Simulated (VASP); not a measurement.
Consider the following.

```yaml
crystal:
  lattice:
    - [1.82177, -3.15540, 0.00000]
    - [1.82177, 3.15540, 0.00000]
    - [0.00000, 0.00000, 5.62744]
  atoms:
    - { symbol: Ho, position: [0.33333, 0.66667, 0.25000] }
    - { symbol: Ho, position: [0.66667, 0.33333, 0.75000] }
```

Method: revPBE GGA, VASP's PBE PAW potentials (set 64) (plane waves; VASP). Settings: 520 eV cut-off, Gaussian smearing of 0.050 eV, potentials Ho_3.

The 4f electrons are frozen in the core of the lanthanide potential, so 4f levels, which can set the real gap, and their magnetism are missing.

### Question
Give the energies of bands 7 to 12 at the high-symmetry points, in eV from the Fermi level.

### Answer

```csv
band,Γ,M,K,A,L,H
7,-5.21,-1.97,-0.80,-3.62,-1.86,-0.53
8,-2.09,-1.29,-0.80,-3.62,-1.86,-0.53
9,1.08,-0.83,-0.76,1.09,0.12,-0.39
10,1.86,-0.15,-0.47,1.09,0.12,-0.39
11,1.86,1.52,1.20,1.75,1.47,0.47
12,2.37,1.59,1.20,1.75,1.47,0.47
```

It has no gap at this level: it comes out as a metal or semimetal.

The compound is Ho in the hcp structure. It was relaxed first.
